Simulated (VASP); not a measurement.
Input:

```
MgH2
1.0
    4.57062     0.00000     0.00000
    0.00000     4.57062     0.00000
    0.00000     0.00000     3.05382
Mg H
2 4
Direct
  0.00000   0.00000   0.00000
  0.50000   0.50000   0.50000
  0.30400   0.30400   0.00000
  0.80400   0.19600   0.50000
  0.19600   0.80400   0.50000
  0.69600   0.69600   0.00000
```

Calculation: LDA (Ceperley-Alder, Perdew-Zunger), VASP's LDA PAW potentials (set 64) (plane waves; VASP). Settings: 300 eV cut-off, 4×4×6 Γ-centred mesh, Fermi-Dirac smearing of 0.050 eV, potentials Mg H.

The path is coarsely sampled, so an indirect gap can come out somewhat too large.

Problem. Give the energies of bands 1 to 7 at the high-symmetry points, in eV from the valence-band maximum.

Solution. 
```csv
band,Γ,X,M,Z,R,A
1,-6.39,-4.81,-3.76,-3.01,-2.25,-1.86
2,-1.44,-4.81,-3.76,-3.01,-2.25,-1.86
3,-1.44,-0.48,-2.73,-0.04,-1.09,-0.91
4,-0.45,-0.48,-2.73,-0.04,-1.09,-0.91
5,4.43,4.93,8.65,5.76,4.84,3.38
6,4.62,4.93,8.65,5.76,4.84,3.38
7,8.67,9.68,8.91,6.39,6.39,3.85
```

The gap is indirect, 3.28 eV, from the valence maximum at (0.25, 0.00, 0.00) to the conduction minimum at A-Z at 0.20.

The structure is a typed MgH2 crystal (P4_2/mnm). The cell was not relaxed at this level.
